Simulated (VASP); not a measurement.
VASP ran on this input.

**INCAR**
```
SYSTEM = HoAs
PREC = Accurate
ENCUT = 400
EDIFF = 1E-6
NELM = 100
ALGO = Normal
LREAL = .FALSE.
LASPH = .TRUE.
ISMEAR = 0
SIGMA = 0.05
GGA = PE
LMAXMIX = 6
LWAVE = .FALSE.
LCHARG = .FALSE.
ISIF = 2
IBRION = 0
NSW = 3
TEBEG = 300
```

### POSCAR
```
HoAs
1
    2.0463550000     1.1814640000     3.5023270000
   -2.0463550000     1.1814640000     3.5023270000
    0.0000000000    -2.3629270000     3.5023270000
Ho As
1 1
Direct
  0.7624000000   0.7624000000   0.7624000000
  0.2376000000   0.2376000000   0.2376000000
```

### KPOINTS
```
Automatic mesh
0
Gamma
6 6 6
0 0 0
```

POTCAR, in this order: Ho_3 As (PBE.64 set). Program: vasp_std.

Output of the run:

standard output:
```
 POSCAR found type information on POSCAR HoAs
 POSCAR found :  2 types and       2 ions
 Reading from existing POTCAR

 -----------------------------------------------------------------------------
|                                                                             |
|     EEEEEEE  RRRRRR   RRRRRR   OOOOOOO  RRRRRR      ###     ###     ###     |
|     E        R     R  R     R  O     O  R     R     ###     ###     ###     |
|     E        R     R  R     R  O     O  R     R     ###     ###     ###     |
|     EEEEE    RRRRRR   RRRRRR   O     O  RRRRRR       #       #       #      |
|     E        R   R    R   R    O     O  R   R                               |
|     E        R    R   R    R   O     O  R    R      ###     ###     ###     |
|     EEEEEEE  R     R  R     R  OOOOOOO  R     R     ###     ###     ###     |
|                                                                             |
|     Fatal error! IBRION=0, but no entry for POTIM on file INCAR. MUST       |
|     be specified!                                                           |
|                                                                             |
|       ---->  I REFUSE TO CONTINUE WITH THIS SICK JOB ... BYE!!! <----       |
|                                                                             |
 -----------------------------------------------------------------------------
```

Q: Read the log: what went wrong, and how is it fixed?

A: The cause: molecular dynamics (IBRION = 0) was asked for without POTIM. VASP stops with an error: Fatal error! IBRION=0, but no entry for POTIM on file INCAR. MUST be specified! ----> I REFUSE TO CONTINUE WITH THIS SICK JOB ... BYE!!! <---- To mend it, set POTIM to the time step in fs (1 to 2 fs suits most solids). The plain static run on this cell (PBE GGA, plane waves, VASP's PBE PAW potentials (set 64)) converges, and its OSZICAR ends with
```
   1 F= -.12055408E+02 E0= -.12055141E+02  d E =-.535398E-03
```

The structure was generated: HoAs was put into the alpha-GeTe type (R3m), which need not be its known phase. The cell was not relaxed at this level. The 4f electrons are frozen in the core of the lanthanide potential, so 4f levels, which can set the real gap, and their magnetism are missing.
